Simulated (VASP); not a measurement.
# WC (Qusongite): W into a neighbouring W vacancy, part 3 of 4

Aim: the barrier for one hop in WC (Qusongite): W into a neighbouring W vacancy. The start is a cell from a database of measured crystal structures.

VASP 6.6.1; LDA; plane waves and PAW (W, C).

So far. Step 2 (Relax the host): The run ended after 7 ionic steps, 0.013 eV below its first step, once forces and stress met EDIFFG = -0.02. Step 3 (Relax the start): The run ended after 8 ionic steps, 0.811 eV below its first step, once the forces on the free atoms met EDIFFG = -0.05.

### Step 4. Relax the end

The end state is relaxed in the same way, so that both ends share their errors.

INCAR

```
SYSTEM = W11C12
PREC = Normal
ENCUT = 400
EDIFF = 1E-05
NELM = 120
ISMEAR = 1
SIGMA = 0.15
LREAL = Auto
ALGO = Fast
GGA = CA
NBANDS = 80
LASPH = .TRUE.
LORBIT = 11
LWAVE = .FALSE.
LCHARG = .FALSE.
KPAR = 3
IBRION = 2
NSW = 60
ISIF = 2
EDIFFG = -0.05
POTIM = 0.4
MAXMIX = 40
ISYM = 0
```

POSCAR

```
W11C12
1.0
    5.7736827054      0.0000000000      0.0000000000
   -2.8868413528      5.0001558964      0.0000000000
    0.0000000000      0.0000000000      8.4454327608
W C
11 12
Direct
    0.0033304164      0.0048984351     -0.0007045864
   -0.0013042158      0.0030088815      0.6672668645
    0.0024129233      0.4986191802     -0.0035091589
   -0.0012727051      0.4982167430      0.3351694117
   -0.0025908538      0.4934768065      0.6638363486
    0.5044209272      0.0027189753     -0.0015161884
    0.5008874863      0.0017822386      0.3344425822
    0.5035482526      0.0010259105      0.6664420995
    0.5012147717      0.5042228395     -0.0053303468
    0.4995856970      0.5001319963      0.3299579019
    0.4998503428      0.4973949572      0.6687090601
    0.3342365479      0.1693431961      0.1695530637
    0.3329084112      0.1631638912      0.4964138756
    0.3391844672      0.1662215117      0.8317027124
    0.3334502282      0.6659010452      0.1686846622
    0.3334783586      0.6667216633      0.4983077724
    0.3328922452      0.6625313287      0.8349102553
    0.8355629661      0.1605681126      0.1608262810
    0.8405658341      0.1768579401      0.4976296659
    0.8301788323      0.1690224689      0.8313423836
    0.8308842510      0.6652742402      0.1679265242
    0.8324851169      0.6677781634      0.4995819438
    0.8297677654      0.6653874016      0.8310826501
```

KPOINTS

```
Automatic mesh
0
Gamma
4 4 2
0 0 0
```

The projector-augmented-wave data sets are W and C (LDA family, release 64).

The run is started by

```console
mpirun -np 3 vasp_std
```

The log of the run:

```text
[... set-up lines as in an earlier step ...]
 entering main loop
       N       E                     dE             d eps       ncg     rms          rms(c)
DAV:   1     0.320793984549E+03    0.32079E+03   -0.45825E+04  3232   0.107E+03
DAV:   2    -0.265967155334E+03   -0.58676E+03   -0.55174E+03  3904   0.276E+02
DAV:   3    -0.312158977219E+03   -0.46192E+02   -0.45194E+02  4232   0.695E+01
DAV:   4    -0.313472539021E+03   -0.13136E+01   -0.13065E+01  4056   0.124E+01
DAV:   5    -0.313519440539E+03   -0.46902E-01   -0.46838E-01  4200   0.208E+00    0.114E+02
RMM:   6    -0.276701230700E+03    0.36818E+02   -0.17370E+02  3364   0.314E+01    0.305E+01
RMM:   7    -0.275982181782E+03    0.71905E+00   -0.25755E+01  3274   0.173E+01    0.282E+01
RMM:   8    -0.275871387479E+03    0.11079E+00   -0.71063E+00  3560   0.707E+00    0.971E+00
RMM:   9    -0.275796453866E+03    0.74934E-01   -0.14736E+00  3256   0.357E+00    0.351E+00
RMM:  10    -0.275768417978E+03    0.28036E-01   -0.37256E-01  3438   0.183E+00    0.143E+00
RMM:  11    -0.275771450286E+03   -0.30323E-02   -0.98242E-02  3678   0.798E-01    0.513E-01
RMM:  12    -0.275770528251E+03    0.92204E-03   -0.18971E-02  3396   0.368E-01    0.219E-01
RMM:  13    -0.275769990868E+03    0.53738E-03   -0.49540E-03  3345   0.200E-01    0.186E-01
RMM:  14    -0.275770139957E+03   -0.14909E-03   -0.17101E-03  3593   0.104E-01    0.587E-02
RMM:  15    -0.275770083475E+03    0.56482E-04   -0.26447E-04  3394   0.460E-02    0.288E-02
RMM:  16    -0.275770072854E+03    0.10621E-04   -0.18210E-04  3221   0.320E-02    0.275E-02
RMM:  17    -0.275770073476E+03   -0.62241E-06   -0.24812E-05  2223   0.171E-02
   1 F= -.27577007E+03 E0= -.27577294E+03  d E =-.275770E+03
 curvature:   0.00 expect dE= 0.000E+00 dE for cont linesearch  0.000E+00
 trial: gam= 0.00000 g(F)=  0.213E+01 g(S)=  0.000E+00 ort = 0.000E+00 (trialstep = 0.100E+01)
 search vector abs. value=  0.213E+01
 bond charge predicted
       N       E                     dE             d eps       ncg     rms          rms(c)
DAV:   1    -0.276322233021E+03   -0.55216E+00   -0.20646E+02  3200   0.434E+01    0.322E+00
RMM:   2    -0.276438139095E+03   -0.11591E+00   -0.32832E+00  3202   0.648E+00    0.284E+00
RMM:   3    -0.276451350767E+03   -0.13212E-01   -0.67714E-01  3387   0.265E+00    0.189E+00
RMM:   4    -0.276409297121E+03    0.42054E-01   -0.21011E-01  3249   0.141E+00    0.679E-01
RMM:   5    -0.276413878093E+03   -0.45810E-02   -0.61235E-02  3719   0.671E-01    0.498E-01
RMM:   6    -0.276412896755E+03    0.98134E-03   -0.99020E-03  3264   0.287E-01    0.163E-01
RMM:   7    -0.276413062934E+03   -0.16618E-03   -0.34815E-03  3642   0.167E-01    0.840E-02
RMM:   8    -0.276412924771E+03    0.13816E-03   -0.79129E-04  3288   0.803E-02    0.652E-02
RMM:   9    -0.276412953221E+03   -0.28450E-04   -0.31451E-04  3794   0.454E-02    0.335E-02
RMM:  10    -0.276412950477E+03    0.27447E-05   -0.27881E-05  2346   0.150E-02
   2 F= -.27641295E+03 E0= -.27641764E+03  d E =-.642877E+00
[...]
3 F= -.27654043E+03 E0= -.27654509E+03  d E =-.770361E+00
[...]
4 F= -.27673497E+03 E0= -.27673686E+03  d E =-.194534E+00
[...]
5 F= -.27674478E+03 E0= -.27674566E+03  d E =-.204349E+00
[...]
6 F= -.27676013E+03 E0= -.27676132E+03  d E =-.153445E-01
[...]
7 F= -.27676026E+03 E0= -.27676142E+03  d E =-.154719E-01
 curvature:  -0.49 expect dE=-0.155E-02 dE for cont linesearch -0.873E-06
 trial: gam= 0.08565 g(F)=  0.317E-02 g(S)=  0.000E+00 ort = 0.255E-03 (trialstep = 0.978E+00)
 search vector abs. value=  0.349E-02
 bond charge predicted
       N       E                     dE             d eps       ncg     rms          rms(c)
DAV:   1    -0.276761522299E+03   -0.12722E-02   -0.31764E-01  3400   0.178E+00    0.130E-01
RMM:   2    -0.276761676912E+03   -0.15461E-03   -0.43995E-03  3200   0.238E-01    0.117E-01
RMM:   3    -0.276761623773E+03    0.53139E-04   -0.83608E-04  3351   0.914E-02    0.466E-02
RMM:   4    -0.276761619167E+03    0.46064E-05   -0.18319E-04  3383   0.406E-02    0.265E-02
RMM:   5    -0.276761619177E+03   -0.10172E-07   -0.47599E-05  2686   0.195E-02
   8 F= -.27676162E+03 E0= -.27676300E+03  d E =-.136368E-02
 trial-energy change:   -0.001364  1 .order   -0.001312   -0.003125    0.000502
 step:   0.8518(harm=  0.8423)  dis= 0.00338  next Energy=  -276.761651 (dE=-0.140E-02)
 reached required accuracy - stopping structural energy minimisation
```

It took 2.3 min on 3 MPI ranks of Intel Xeon 6975P-C (Granite Rapids), shared host; peak memory 0.88 GiB.

From OUTCAR (step 4):

```text
 Found     20 irreducible k-points:

   NELECT =     114.0000    total number of electrons

 E-fermi :   7.8347

 k-point     1 :       0.0000    0.0000    0.0000
  band No.  band energies     occupation
    ...
     50       7.5404      2.01804
     51       7.5419      2.01862
     52       7.6071      2.05375
     53       7.6115      2.05636
     54       7.6125      2.05698
     55       7.9933     -0.06022
     56       8.0214     -0.07079
     57       8.0598     -0.05521
     58       8.0607     -0.05469
     59       8.4266     -0.00000
    ...

 k-point     2 :       0.2500    0.0000    0.0000
  band No.  band energies     occupation
    ...
     54       7.1738      2.00000
     55       7.3533      2.00006
     56       7.4432      2.00140
     57       7.7055      2.00826
     58       7.8429      0.90786
     59       8.2443     -0.00078
     60       8.3574     -0.00001
     61       9.0325     -0.00000
     62       9.0965     -0.00000
     63       9.6372     -0.00000
    ...

  Total       -3.5144986     -3.5584983    -16.6359731     -0.0132486      0.0115409      0.0148477
  in kB      -23.0948736    -23.3840097   -109.3202021     -0.0870605      0.0758390      0.0975688
  external PRESSURE =     -51.9330285 kB  Pullay stress =       0.0000000 kB

 POSITION                                       TOTAL-FORCE (eV/Angst)
 -----------------------------------------------------------------------------------
      0.00405      0.00077      0.06512        -0.033476      0.006636      0.015970
      0.00386      0.00064      5.54828        -0.028672      0.011940     -0.029904
     -1.43797      2.50350      8.44286         0.019765     -0.032299     -0.000690
      4.29425      2.48007      2.80555         0.004737     -0.014453      0.010246
     -1.43752      2.50310      5.61545        -0.004025     -0.014103     -0.006785
      0.00328      4.99833      8.44277         0.025889     -0.012144      0.010992
      2.89217      0.04567      2.80634        -0.002235     -0.001236     -0.009085
      0.00266      4.99772      5.61505         0.034220      0.011525      0.006410
      1.44421      2.50197      8.44365        -0.014512      0.013059     -0.015601
      1.48509      2.47748      2.80636        -0.006259      0.012249     -0.001515
      1.44406      2.50212      5.61448        -0.011795      0.011299      0.032302
      1.51050      0.86935      1.35791        -0.011506      0.009947     -0.011056
      1.51032      0.87006      4.25500        -0.012681     -0.003822      0.007353
      1.44359      0.83181      7.02921        -0.004973      0.004808     -0.005531
      0.00322      3.33413      1.44002         0.003080      0.004491     -0.028327
      0.00284      3.33450      4.17260         0.005020     -0.002037      0.018916
      0.00331      3.33426      7.02906         0.003051      0.000627      0.003774
      4.27244      0.87094      1.35658        -0.006100     -0.002787      0.000164
      4.27138      0.87189      4.25558         0.000692     -0.016767      0.011351
      4.33757      0.83244      7.02887        -0.004578     -0.001150      0.001180
      2.88922      3.26197      1.35726         0.009410      0.005278     -0.001658
      2.88866      3.26173      4.25595         0.022411      0.007363     -0.002543
      2.88911      3.33844      7.02935         0.012538      0.001579     -0.005961
 -----------------------------------------------------------------------------------
    total drift:                               -0.005210      0.005833      0.010449

  FREE ENERGIE OF THE ION-ELECTRON SYSTEM (eV)
  ---------------------------------------------------
  free  energy   TOTEN  =      -276.7616191768 eV

  energy  without entropy=     -276.7657751668  energy(sigma->0) =     -276.76300451

 total charge
# of ion       s       p       d       tot
------------------------------------------
    1        0.615   0.835   4.355   5.805
    2        0.615   0.835   4.354   5.803
    3        0.643   0.912   4.478   6.033
    4        0.635   0.841   4.371   5.846
    5        0.643   0.912   4.478   6.033
    6        0.643   0.912   4.478   6.033
    7        0.635   0.841   4.371   5.847
    8        0.643   0.912   4.478   6.033
    9        0.643   0.912   4.478   6.033
   10        0.635   0.841   4.371   5.847
   11        0.643   0.912   4.478   6.034
   12        0.867   1.550   0.000   2.418
   13        0.867   1.550   0.000   2.417
   14        0.850   1.569   0.000   2.419
   15        0.850   1.576   0.000   2.426
   16        0.850   1.576   0.000   2.426
   17        0.854   1.589   0.000   2.443
   18        0.867   1.550   0.000   2.417
   19        0.867   1.550   0.000   2.417
   20        0.850   1.568   0.000   2.418
   21        0.867   1.551   0.000   2.418
   22        0.867   1.550   0.000   2.417
   23        0.850   1.569   0.000   2.419
--------------------------------------------------
tot         17.298  28.415  48.690  94.403

[... 6 parts as in an earlier step ...]

[... 6 further parts left out ...]
```

The steps of the relaxation:

```tsv
step	energy less that of the first step (eV)	largest force (eV/Å)
1	0.0000	2.8185
2	-0.6429	2.2016
3	-0.7704	1.0804
4	-0.9649	0.3171
5	-0.9747	0.3657
6	-0.9901	0.1530
7	-0.9902	0.1061
8	-0.9915	0.0431
```

The atoms that moved most (Å):

```tsv
atom	dx	dy	dz	length
C18	-0.088	0.068	-0.002	0.112
C12	0.070	0.023	-0.074	0.104
C13	0.059	0.054	0.063	0.102
W2	0.020	-0.014	-0.087	0.091
C21	0.012	-0.065	-0.061	0.090
C19	-0.071	-0.012	0.053	0.090
C22	0.010	-0.077	0.037	0.086
W1	-0.001	-0.024	0.071	0.075
```

Final coordinates:

```xyz
23
Lattice="5.7737 0.0000 0.0000 -2.8868 5.0002 0.0000 0.0000 0.0000 8.4454" Properties=species:S:1:pos:R:3 pbc="T T T"
W     0.0040    0.0008    0.0651
W     0.0039    0.0006    5.5483
W    -1.4380    2.5035   -0.0026
W    -1.4794    2.4801    2.8055
W    -1.4375    2.5031    5.6154
W     2.8901   -0.0018   -0.0027
W     2.8922    0.0457    2.8063
W     2.8895   -0.0024    5.6150
W     1.4442    2.5020   -0.0018
W     1.4851    2.4775    2.8064
W     1.4441    2.5021    5.6145
C     1.5105    0.8693    1.3579
C     1.5103    0.8701    4.2550
C     1.4436    0.8318    7.0292
C     0.0032    3.3341    1.4400
C     0.0028    3.3345    4.1726
C     0.0033    3.3343    7.0291
C     4.2724    0.8709    1.3566
C     4.2714    0.8719    4.2556
C     4.3376    0.8324    7.0289
C     2.8892    3.2620    1.3573
C     2.8887    3.2617    4.2560
C     2.8891    3.3384    7.0293
```

This step gave:

- electronic cycles: 63
- free energy (TOTEN): -276.7616 eV
- energy at zero smearing: -276.7630 eV

The run ended after 8 ionic steps, 0.992 eV below its first step, once the forces on the free atoms met EDIFFG = -0.05.

(Continued in part 4 of 4.)

[Lines on the potential files, build, host, timing and source positions are cut from VASP's logs without a mark.]

[Logs are printed without paths, hosts, clocks, repeated set-up lines and the standing remarks that a program may print on its own settings, such as how far it seeks lower states.]

[Hosts, paths, dates, database ids (printed as entryN), source tags and the programs' standing remarks are cut or masked in the printed files.]

[Runs that stopped without an error message from VASP are left out.]
